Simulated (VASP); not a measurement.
Consider the following.

```
CELL_PARAMETERS angstrom
      4.89229     0.00000     0.00000
      0.00000     4.89229     0.00000
      0.00000     0.00000     3.32397
ATOMIC_POSITIONS crystal
  Mn 0.00000 0.00000 0.00000
  Mn 0.50000 0.50000 0.50000
  F  0.30360 0.30360 0.00000
  F  0.80360 0.19640 0.50000
  F  0.19640 0.80360 0.50000
  F  0.69640 0.69640 0.00000
```
Starting moments (μB, in the order of the record's atoms Mn Mn F F F F): 4.5 -4.5 0.0 0.0 0.0 0.0.

Computed with PBE GGA with D3 dispersion (zero damping), VASP's PBE PAW potentials (set 64) (plane waves; VASP 6.6.1). Numerical set-up: 520 eV cut-off, Gaussian smearing of 0.050 eV, potentials Mn_pv F.

Q: Estimate the cell moment, band gap (along the path) with the smallest direct gap where there is one.

A: 
```json
{
 "band gap (along the path)": "2.25 eV",
 "smallest direct gap (along the path)": "2.31 eV",
 "cell_moment": "0.00 μB"
}
```

The compound is MnF2 in the rutile structure. It was relaxed first.
